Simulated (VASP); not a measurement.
# B2O (P-3m1) in VASP: notebook

Runs on B2O. Level: PBE. Tasks: relaxation of cell and atoms, single point.

Program: VASP 6.6.1. These are calculated values, not measurements. Logs are shortened: lines on timing, memory, paths and dates and some standing lists are left out, and cuts for length are marked.

## 1. Starting point

The structure is trigonal, space group P-3m1 (No. 164). The conventional cell has a = 2.879 Å, b = 2.879 Å, c = 7.052 Å, α = 90.00°, β = 90.00°, γ = 120.00°. Around B (site symmetry 3m) lie 1 B at 1.69 Å and 3 O at 1.74 Å. Around B (site symmetry 3m) lie 3 B at 1.69 Å. O (site symmetry 3m) is surrounded by 4 B at 1.74 to 2.00 Å.

## 2. Relaxation of cell and atoms, PBE

INCAR

```
PREC = Accurate
ENCUT = 600
EDIFF = 1E-6
ISMEAR = 0
SIGMA = 0.1
LREAL = False
LASPH = True
NELM = 100
ALGO = Fast
ISIF = 3
LWAVE = False
LCHARG = False
GGA = PE
IBRION = 2
NSW = 90
EDIFFG = -0.04
```

KPOINTS

```
Automatic mesh
0
Gamma
  9 9 4
```

POSCAR

```
B2O
1.0
    2.8790011400      0.0000000000      0.0000000000
   -1.4395005700      2.4932882800      0.0000000000
    0.0000000000      0.0000000000      7.0520000500
B O
4 2
Direct
    0.0000000000      0.0000000000      0.3800000000
    0.0000000000      0.0000000000      0.6200000000
    0.6666666900      0.3333333400      0.0230000000
    0.3333333400      0.6666666900      0.9770000000
    0.6666666900      0.3333333400      0.3059999900
    0.3333333400      0.6666666900      0.6940000100
```

Potentials or basis: VASP PAW PBE potentials, release 64 (B, O).

Started as:

```bash
$ cat potpaw_PBE.64/B/POTCAR potpaw_PBE.64/O/POTCAR > POTCAR
$ mpirun -np 1 vasp_std > vasp.out
```

OUTCAR:

```text
PREC = Accurate
   ENCUT = 600
   EDIFF = 1E-6
   ISMEAR = 0
   LREAL = False
   LASPH = True
   NELM = 100
   ISIF = 3
   GGA = PE
   IBRION = 2
   NSW = 90
   EDIFFG = -0.04

 ion  position               nearest neighbor table
   1  0.000  0.000  0.380-   2 1.69   5 1.74   5 1.74   5 1.74
   2  0.000  0.000  0.620-   1 1.69   6 1.74   6 1.74   6 1.74
   3  0.667  0.333  0.023-   4 1.69   4 1.69   4 1.69   5 2.00
   4  0.333  0.667  0.977-   3 1.69   3 1.69   3 1.69   6 2.00
   5  0.667  0.333  0.306-   1 1.74   1 1.74   1 1.74   3 2.00
   6  0.333  0.667  0.694-   2 1.74   2 1.74   2 1.74   4 2.00

  LATTYP: Found a hexagonal cell.
 ALAT       =     2.8790011400
 C/A-ratio  =     2.4494606661

  Lattice vectors:

 A1 = (   2.8790011400,   0.0000000000,   0.0000000000)
 A2 = (  -1.4395005700,   2.4932882800,   0.0000000000)
 A3 = (   0.0000000000,   0.0000000000,   7.0520000500)

Analysis of symmetry for initial positions (statically):
=====================================================================
 Subroutine PRICEL returns:
 Original cell was already a primitive cell.

 Routine SETGRP: Setting up the symmetry group for a
 hexagonal supercell.

 Subroutine GETGRP returns: Found 12 space group operations
 (whereof 12 operations were pure point group operations)
 out of a pool of 24 trial point group operations.

The static configuration has the point symmetry D_3d.

Analysis of symmetry for dynamics (positions and initial velocities):
=====================================================================
 Subroutine PRICEL returns:
 Original cell was already a primitive cell.

 Routine SETGRP: Setting up the symmetry group for a
 hexagonal supercell.

 Subroutine GETGRP returns: Found 12 space group operations
 (whereof 12 operations were pure point group operations)
 out of a pool of 24 trial point group operations.

The dynamic configuration has the point symmetry D_3d.

 Subroutine INISYM returns: Found 12 space group operations
 (whereof 12 operations are pure point group operations),
 and found     1 'primitive' translations

----------------------------------------------------------------------------------------

                                     Primitive cell

  volume of cell :      50.6205

  direct lattice vectors                    reciprocal lattice vectors
     2.879001140  0.000000000  0.000000000     0.347342690  0.200538383  0.000000000
    -1.439500570  2.493288280  0.000000000     0.000000000  0.401076766  0.000000000
     0.000000000  0.000000000  7.052000050     0.000000000  0.000000000  0.141803743

  length of vectors
     2.879001140  2.879001274  7.052000050     0.401076785  0.401076766  0.141803743

  position of ions in fractional coordinates (direct lattice)
     0.000000000  0.000000000  0.380000000
     0.000000000  0.000000000  0.620000000
     0.666666690  0.333333340  0.023000000
     0.333333340  0.666666690  0.977000000
     0.666666690  0.333333340  0.305999990
     0.333333340  0.666666690  0.694000010

  ion indices of the primitive-cell ions
   primitive index   ion index
                 1           1
                 2           2
                 3           3
                 4           4
                 5           5
                 6           6

----------------------------------------------------------------------------------------

 KPOINTS: Automatic mesh

Automatic generation of k-mesh.
 Grid dimensions read from file:
 generate k-points for:    9    9    4

 Generating k-lattice:

  Cartesian coordinates                     Fractional coordinates (reciprocal lattice)
     0.038593632  0.022282043  0.000000000     0.111111111  0.000000000  0.000000000
     0.000000000  0.044564085  0.000000000     0.000000000  0.111111111  0.000000000
     0.000000000  0.000000000  0.035450936     0.000000000  0.000000000  0.250000000

  Length of vectors
     0.044564087  0.044564085  0.035450936

  Shift w.r.t. Gamma in fractional coordinates (k-lattice)
     0.000000000  0.000000000  0.000000000

 Subroutine IBZKPT returns following result:
 ===========================================

 Found     43 irreducible k-points:

 Following reciprocal coordinates:
            Coordinates               Weight
  0.000000  0.000000  0.000000      1.000000
  0.111111  0.000000  0.000000      6.000000
  0.222222  0.000000  0.000000      6.000000
  0.333333 -0.000000  0.000000      6.000000
  0.444444  0.000000  0.000000      6.000000
  0.111111  0.111111  0.000000      6.000000
[... 16 lines left out ...]
  0.222222  0.111111  0.250000     12.000000
 -0.111111  0.333333  0.250000     12.000000
 [... further k-points ...]
   k-points           NKPTS =     43   k-points in BZ     NKDIM =     43   number of bands    NBANDS=     16
   number of dos      NEDOS =    301   number of ions     NIONS =      6
   total plane-waves  NPLWV =  32256
   dimension x,y,z NGX =    24 NGY =   24 NGZ =   56
   dimension x,y,z NGXF=    48 NGYF=   48 NGZF=  112
   ions per type =               4   2
   NGX,Y,Z   is equivalent  to a cutoff of  13.86, 13.86, 13.20 a.u.
   NGXF,Y,Z  is equivalent  to a cutoff of  27.72, 27.72, 26.40 a.u.
 SYSTEM =  unknown system
   PREC   = accura    normal or accurate (medium, high low for compatibility)
   ISTART =      0    job   : 0-new  1-cont  2-samecut
   ICHARG =      2    charge: 1-file 2-atom 10-const
   ISPIN  =      1    spin polarized calculation?
   LNONCOLLINEAR =      F non collinear calculations
   LSORBIT =      F    spin-orbit coupling
   LASPH  =      T    aspherical Exc in radial PAW
   ENCUT  =  600.0 eV  44.10 Ry    6.64 a.u.   5.75  5.75 14.08*2*pi/ulx,y,z
   NELM   =    100;   NELMIN=  2; NELMDL= -5     # of ELM steps
   EDIFF  = 0.1E-05   stopping-criterion for ELM
   LREAL  =      F    real-space projection
   EDIFFG = -.4E-01   stopping-criterion for IOM
   NSW    =     90    number of steps for IOM
   IBRION =      2    ionic relax: 0-MD 1-quasi-New 2-CG
   NFREE  =      1    steps in history (QN), initial steepest desc. (CG)
   ISIF   =      3    stress and relaxation
   ISYM   =      2    0-nonsym 1-usesym 2-fastsym
   POTIM  = 0.5000    time-step for ionic-motion
   TEBEG  =    0.0;   TEEND  =   0.0 temperature during run
   PSTRESS=    0.0 pullay stress
   NELECT =      24.0000    total number of electrons
   NUPDOWN=      -1.0000    fix difference up-down
   EMIN   =  10.00;   EMAX   =-10.00  energy-range for DOS
   EFERMI =   0.00;   METHOD = LEGACY
   ISMEAR =     0;   SIGMA  =   0.10  broadening in eV -4-tet -1-fermi 0-gaus
   EFERMI_NEDOS =   21; number of points for ismear=-14 and -15
   IALGO  =     68    algorithm
   IMIX   =      4    mixing-type and parameters
     AMIX     =   0.40;   BMIX     =  1.00
     AMIX_MAG =   1.60;   BMIX_MAG =  1.00
  volume/ion in A,a.u.               =       8.44        56.93
  Fermi-wavevector in a.u.,A,eV,Ry     =   1.276546  2.412322 22.171631  1.629569
  Thomas-Fermi vector in A             =   2.409196
   LORBIT       =      0    0 simple, 1 ext, 2 COOP (PROOUT), +10 PAW based schemes
   GGA     = PE    functional components
   LHFCALC =     F    Hartree Fock is set to
   AEXX    =    0.0000 exact exchange contribution
   IVDW    =     0    specifies the selected vdW correction
   LEPSILON=     F    determine dielectric tensor
   LRPA    =     F    only Hartree local field effects (RPA)
 conjugate gradient relaxation of ions
 non-spin polarized calculation
 RMM-DIIS sequential band-by-band and
 Gauss-broadening in eV      SIGMA  =   0.10
  energy-cutoff  :      600.00
  volume of cell :       50.62
 maximum number of plane-waves:      1702
 NGX is ok and might be reduce to    24
   NGX = 11   NGY = 11   NGZ = 29

--------------------------------------- Ionic step        1  -------------------------------------------

 number of electron      23.9999998 magnetization

 Free energy of the ion-electron system (eV)
  ---------------------------------------------------
  ext. energy  EPLUGINS =         0.00000000
  ---------------------------------------------------
  free energy    TOTEN  =       -37.64986285 eV

  energy without entropy =      -37.64004352  energy(sigma->0) =      -37.64495318

------------------------ aborting loop because EDIFF is reached ----------------------------------------

  FORCE on cell =-STRESS in cart. coord.  units (eV):
  Direction    XX          YY          ZZ          XY          YZ          ZX
  --------------------------------------------------------------------------------------
  -------------------------------------------------------------------------------------
  Total       -9.0829875     -9.0829886      0.1428760      0.0000000      0.0000000      0.0000000
  in kB     -287.4833255   -287.4833613      4.5221328      0.0000000      0.0000000      0.0000000
  external PRESSURE =    -190.1481847 kB  Pullay stress =       0.0000000 kB
[... 101 lines left out ...]
  FREE ENERGIE OF THE ION-ELECTRON SYSTEM (eV)
  ---------------------------------------------------
  free  energy   TOTEN  =       -38.3679612639 eV

  energy  without entropy=      -38.3603961808  energy(sigma->0) =      -38.36417872

[... ionic steps 4 to 20 ...]

--------------------------------------- Ionic step       21  -------------------------------------------

 number of electron      23.9999977 magnetization

------------------------ aborting loop because EDIFF is reached ----------------------------------------
[... 75 lines left out ...]
--------------------------------------- Ionic step       23  -------------------------------------------

 number of electron      23.9999976 magnetization

 Free energy of the ion-electron system (eV)
  ---------------------------------------------------
  ext. energy  EPLUGINS =         0.00000000
  ---------------------------------------------------
  free energy    TOTEN  =       -39.43171633 eV

  energy without entropy =      -39.42089191  energy(sigma->0) =      -39.42630412

 E-fermi :   4.7668     XC(G=0): -10.4799

 val. band max:        4.7189979327   @ k =   0.2222   0.0000   0.5000
 cond. band min:       4.7779927375   @ k =   0.4444   0.0000   0.0000
 fundamental gap:      0.0589948048
 Fermi energy:         4.7668220423

 k-point     1 :       0.0000    0.0000    0.0000
  band No.  band energies     occupation
      1     -19.6314      2.00000
      2     -19.0857      2.00000
      3      -8.2094      2.00000
      4      -6.4534      2.00000
      5      -2.3703      2.00000
      6      -1.1955      2.00000
[... 433 lines left out ...]
      3      -6.2761      2.00000
      4      -5.7449      2.00000
      5      -5.2417      2.00000
      6      -4.1589      2.00000
[... 8 lines left out ...]
     15       9.3583      0.00000
     16      11.0690      0.00000

 [... further k-points ...]

------------------------ aborting loop because EDIFF is reached ----------------------------------------

  FORCE on cell =-STRESS in cart. coord.  units (eV):
  Direction    XX          YY          ZZ          XY          YZ          ZX
  --------------------------------------------------------------------------------------
  -------------------------------------------------------------------------------------
  Total       -0.0220602     -0.0220602     -0.1042186      0.0000000      0.0000000      0.0000000
  in kB       -0.6723360     -0.6723361     -3.1763087      0.0000000      0.0000000      0.0000000
  external PRESSURE =      -1.5069936 kB  Pullay stress =       0.0000000 kB
[... 21 lines left out ...]
  FREE ENERGIE OF THE ION-ELECTRON SYSTEM (eV)
  ---------------------------------------------------
  free  energy   TOTEN  =       -39.4317163305 eV

  energy  without entropy=      -39.4208919077  energy(sigma->0) =      -39.42630412

 reached required accuracy - stopping structural energy minimisation
```

Run time: 8.3 min. Hardware: 1 thread of Intel Xeon Platinum 8259CL at 2.50GHz (Skylake/Cascade Lake), shared host; peak memory 0.19 GiB.

What came out:

| Property | Result |
| --- | --- |
| Free energy | -39.4317 eV |
| Relaxed volume | 8.76 Å³/atom |
| Relaxed cell | a = 2.553 Å, b = 2.553 Å, c = 9.317 Å, α = 90.00°, β = 90.00°, γ = 120.00° |
| Space group after relaxing (to 0.05 Å) | P-3m1 (No. 164) |
| Energy gained by relaxing | 297.0 meV/atom |
| Ionic steps | 23 |
| Pressure after relaxing | -0.2 GPa |
| Largest force after relaxing | 0.009 eV/Å |
| Band gap on the k mesh | none (metal or under the smearing width) |

Forces in eV/Å, atoms in the order of the input:
```
B    0.000  0.000  0.000
B    0.000  0.000  0.000
B    0.000  0.000  0.006
B    0.000  0.000 -0.006
O    0.000  0.000 -0.009
O    0.000  0.000  0.009
```

Stress tensor (GPa, compression positive):
```
-0.07  0.00  0.00
 0.00 -0.07  0.00
 0.00  0.00 -0.32
```

The path:
```tsv
step	energy change (eV)	largest force (eV/Å)	pressure (GPa)	volume (Å³)
1	0.0000	0.1261	-19.01	50.62
2	-0.7170	0.6874	8.35	43.55
3	-0.7181	0.6453	7.04	43.77
4	-0.9417	0.6055	5.03	44.27
5	-1.0480	1.0305	4.50	44.66
6	-0.9889	1.7312	4.60	45.14
7	-1.0634	1.2259	3.96	44.92
8	-1.2928	1.5313	1.15	46.41
9	-1.5685	2.1486	-3.39	50.75
10	-1.5822	1.8399	-2.42	49.72
11	-1.7264	0.7976	-1.04	50.48
12	-1.7496	0.2803	-0.15	50.86
13	-1.7499	0.2844	-0.04	50.91
14	-1.7584	0.2022	0.49	50.94
15	-1.7648	0.1416	1.57	50.99
16	-1.7689	0.1544	0.72	51.33
17	-1.7712	0.2363	-0.49	51.83
18	-1.7743	0.2146	-0.57	52.01
19	-1.7809	0.1041	-0.74	52.56
20	-1.7809	0.1222	-0.86	52.71
21	-1.7810	0.1057	-0.83	52.65
22	-1.7816	0.0551	0.20	52.53
23	-1.7819	0.0091	-0.15	52.57
```

Final structure:
```
B O
1.0
     2.55250    0.00000    0.00000
    -1.27625    2.21053    0.00000
     0.00000    0.00000    9.31685
B O
4 2
Direct
  0.00000 0.00000 0.40667
  0.00000 0.00000 0.59333
  0.66667 0.33333 0.03171
  0.33333 0.66667 0.96829
  0.66667 0.33333 0.34761
  0.33333 0.66667 0.65239
```

Levels at points of the mesh, in eV from the Fermi level:
| k point | band 8 | band 9 | band 10 | band 11 | band 12 | band 13 | band 14 | band 15 | band 16 |
| --- | --- | --- | --- | --- | --- | --- | --- | --- | --- |
| (0.00, 0.00, 0.00) | -5.86 | -5.86 | -4.27 | -2.22 | 3.64 | 3.68 | 3.68 | 4.17 | 5.14 |
| (0.00, 0.00, 0.50) | -5.86 | -5.86 | -4.90 | -1.71 | 3.14 | 3.68 | 3.68 | 4.79 | 4.81 |

Caveat: this functional lacks dispersion, which binds the layers, so the pressure and a relaxed spacing across them are unreliable. Zero-point motion and thermal expansion aren't in these numbers.

## 3. Single point, PBE

INCAR

```
SYSTEM = B2O
PREC     = Accurate       ! precision mode
ENCUT    = 520            ! plane-wave cutoff, eV
EDIFF    = 1E-7           ! SCF threshold, eV
ISMEAR   = 0              ! smearing method
SIGMA    = 0.1            ! smearing width, eV
LREAL    = .FALSE.        ! projectors in reciprocal space
LASPH    = .TRUE.         ! aspherical terms in the spheres
NELM     = 100            ! most SCF steps
ALGO     = Normal         ! electronic algorithm
ISIF     = 2              ! what is computed and relaxed
LWAVE    = .FALSE.        ! write WAVECAR
LCHARG   = .FALSE.        ! write CHGCAR
GGA      = PE             ! functional
NBANDS   = 21             ! bands
```

KPOINTS

```
regular mesh
0
G
  9 9 4
  0 0 0
```

POSCAR is that of step 2.

Potentials or basis: VASP PAW PBE potentials, release 64 (B, O).

Started as:

```bash
$ cat potpaw_PBE.64/B/POTCAR potpaw_PBE.64/O/POTCAR > POTCAR
$ mpirun -np 1 vasp_std > vasp.out
```

Run time: 48 s. Hardware: 1 thread of Intel Xeon Platinum 8259CL at 2.50GHz (Skylake/Cascade Lake), shared host; peak memory 0.19 GiB.

It converged, with:

| Item | Value |
| --- | --- |
| Free energy | -37.6435 eV |
| Pressure | -18.9 GPa |
| Largest force | 0.126 eV/Å |
| Band gap on the k mesh | none (metal or under the smearing width) |

Forces on the atoms (eV/Å):
```
B    0.000  0.000  0.126
B    0.000  0.000 -0.126
B    0.000  0.000 -0.044
B    0.000  0.000  0.044
O    0.000  0.000 -0.098
O    0.000  0.000  0.098
```

Stress tensor (GPa, compression positive):
```
-28.62   0.00   0.00
  0.00 -28.62   0.00
  0.00   0.00   0.56
```

Levels at points of the mesh, in eV from the Fermi level:
| k point | band 9 | band 10 | band 11 | band 12 | band 13 | band 14 | band 15 | band 16 |
| --- | --- | --- | --- | --- | --- | --- | --- | --- |
| (0.00, 0.00, 0.00) | -6.81 | -3.12 | -1.44 | 0.52 | 1.05 | 1.54 | 1.54 | 2.57 |
| (0.00, 0.00, 0.50) | -5.84 | -5.12 | -0.45 | -0.03 | 1.27 | 1.44 | 1.44 | 2.72 |

Caveat: so large a pressure means that the cell lies far from this level's equilibrium, or that cutoff or potentials fall short.
